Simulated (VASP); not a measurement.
Here is a VASP 6.6.1 calculation.

INCAR

```
PREC = Accurate
ENCUT = 600
EDIFF = 1E-7
ISMEAR = 0
SIGMA = 0.03
LREAL = F
LASPH = T
NELM = 80
ALGO = Normal
ISIF = 2
LWAVE = F
LCHARG = F
GGA = PE
IVDW = 12
IBRION = 2
NSW = 40
EDIFFG = -0.01
```

KPOINTS

```
Automatic mesh
0
Gamma
  12 12 12
```

File POSCAR:

```
MgO                                     
1.0
    0.0000000000      2.1134691137      2.1134691137
    2.1134691137      0.0000000000      2.1134691137
    2.1134691137      2.1134691137      0.0000000000
  Mg              O             
     1     1
Direct
     0.0000000000000000    0.0000000000000000    0.0000000000000000
     0.5000000000000000    0.5000000000000000    0.5000000000000000
```

Potentials or basis: VASP PAW PBE potentials, release 64 (Mg, O).

The run is started by

```sh
$ cat potpaw_PBE.64/Mg/POTCAR potpaw_PBE.64/O/POTCAR > POTCAR
$ mpirun -np 1 vasp_std > vasp.out
```

Question: Estimate the band gap on the k mesh.

Answer: 4.63 eV, direct.

Question: What does it give for the dispersion energy per atom?

Answer: -0.290 eV.

Final structure:
```xyz
2
Lattice="0.0000 2.1135 2.1135 2.1135 0.0000 2.1135 2.1135 2.1135 0.0000" Properties=species:S:1:pos:R:3 pbc="T T T"
Mg    0.0000    0.0000    0.0000
O     2.1135    2.1135    2.1135
```

Caveat: the relaxation stopped at its first step, so nothing moved. A k mesh can miss the band edges.
